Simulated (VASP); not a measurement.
Output of a VASP run:

**OSZICAR**
```
       N       E                     dE             d eps       ncg     rms          rms(c)
DAV:   1     0.133361549286E+03    0.13336E+03   -0.11549E+04  7893   0.211E+03
DAV:   2    -0.309992811759E+01   -0.13646E+03   -0.13018E+03  7721   0.340E+02
DAV:   3    -0.798050248500E+01   -0.48806E+01   -0.48237E+01  9643   0.748E+01
DAV:   4    -0.802909254435E+01   -0.48590E-01   -0.48560E-01  8630   0.632E+00
DAV:   5    -0.803051488595E+01   -0.14223E-02   -0.14222E-02 11357   0.119E+00    0.116E+01
DAV:   6    -0.750027866055E+01    0.53024E+00   -0.85099E+00  7775   0.867E+01    0.550E+00
DAV:   7    -0.711420692885E+01    0.38607E+00   -0.32104E+00  9327   0.924E+01    0.577E+00
DAV:   8    -0.705631332055E+01    0.57894E-01   -0.26016E-01 10368   0.136E+01    0.282E+00
DAV:   9    -0.704746119566E+01    0.88521E-02   -0.29886E-02 11528   0.458E+00    0.183E-01
DAV:  10    -0.704725387481E+01    0.20732E-03   -0.43815E-03 11263   0.106E+00    0.896E-02
DAV:  11    -0.704720916908E+01    0.44706E-04   -0.10123E-04 11654   0.247E-01    0.385E-02
DAV:  12    -0.704721233265E+01   -0.31636E-05   -0.13260E-05 11392   0.121E-01    0.268E-03
DAV:  13    -0.704721528222E+01   -0.29496E-05   -0.69856E-07 11188   0.197E-02    0.205E-03
DAV:  14    -0.704721389301E+01    0.13892E-05   -0.18240E-07  5043   0.154E-02    0.324E-04
DAV:  15    -0.704721409589E+01   -0.20288E-06   -0.23787E-08  4536   0.400E-03    0.166E-04
DAV:  16    -0.704721398436E+01    0.11153E-06   -0.10362E-08  4417   0.201E-03    0.746E-05
DAV:  17    -0.704721401682E+01   -0.32459E-07   -0.40201E-09  4326   0.139E-03
   1 F= -.82393985E+01 E0= -.82393985E+01  d E =0.000000E+00
```

OUTCAR:
```
------------------------ aborting loop because EDIFF is reached ----------------------------------------
  Edisp (eV):   -1.19218
  FORCE on cell =-STRESS in cart. coord.  units (eV):
  Direction    XX          YY          ZZ          XY          YZ          ZX
  --------------------------------------------------------------------------------------
  Total      -0.09662    -0.09662     0.06962     0.00000    -0.00000     0.00000
  in kB      -5.35434    -5.35434     3.85839     0.00000    -0.00000     0.00000
  external pressure =       -2.28 kB  Pullay stress =        0.00 kB
  volume of cell :       28.91
      direct lattice vectors                 reciprocal lattice vectors
     2.849291791  0.000000000  0.000000000     0.350964406  0.000000000  0.000000000
     0.000000000  2.849291791  0.000000000     0.000000000  0.350964406  0.000000000
     0.000000000  0.000000000  3.561162750     0.000000000  0.000000000  0.280807161
 POSITION                                       TOTAL-FORCE (eV/Angst)
 -----------------------------------------------------------------------------------
      0.00000      0.00000      0.00000         0.000000      0.000000      0.000000
      1.42465      1.42465      1.78058         0.000000      0.000000      0.000000
 -----------------------------------------------------------------------------------
    total drift:                                0.000000      0.000000     -0.000000
  FREE ENERGIE OF THE ION-ELECTRON SYSTEM (eV)
  ---------------------------------------------------
  free  energy   TOTEN  =        -8.2393984798 eV

  energy  without entropy=       -8.2393984798  energy(sigma->0) =       -8.23939848

 total charge

# of ion       s       p       d       tot
------------------------------------------
    1        0.382   0.325   9.223   9.930
    2        0.611   0.421   8.703   9.735
--------------------------------------------------
tot          0.993   0.746  17.927  19.666
```
(Selected blocks of OUTCAR.)

POSCAR:
```
CuAu
1
    2.8492917914     0.0000000000     0.0000000000
   -0.0000000000     2.8492917914    -0.0000000000
    0.0000000000    -0.0000000000     3.5611627499
Cu Au
1 1
Direct
  0.0000000000   0.0000000000   0.0000000000
  0.5000000000   0.5000000000   0.5000000000
```

**Question.** Reconstruct the remaining input files.

**Answer.** One answer among several that fit: the input of the run itself, PBE GGA with D4 dispersion, plane waves, VASP's PBE PAW potentials (set 64).

### KPOINTS
```
Automatic
0
Gamma
 14 14 12
```

**INCAR**
```
ALGO = Normal   ! blocked Davidson
SYSTEM = CuAu
LMAXMIX = 6
LWAVE = F
GGA = PE
IVDW = 13   ! D4
LASPH = T
ENCUT = 520   ! plane-wave cut-off (eV)
NELM = 100   ! most electronic steps
LORBIT = 11
LCHARG = T
ISMEAR = -5   ! tetrahedra, Bloechl
LREAL = F
PREC = Accurate
NEDOS = 601
EDIFF = 1E-7
ISIF = 2
```

POTCAR, in this order: Cu Au (PBE.64 set). Program: vasp_std.

For a metal the tetrahedron method with Blöchl corrections gives inexact stress and forces.

The compound is CuAu in the L1_0 structure. It was relaxed first.
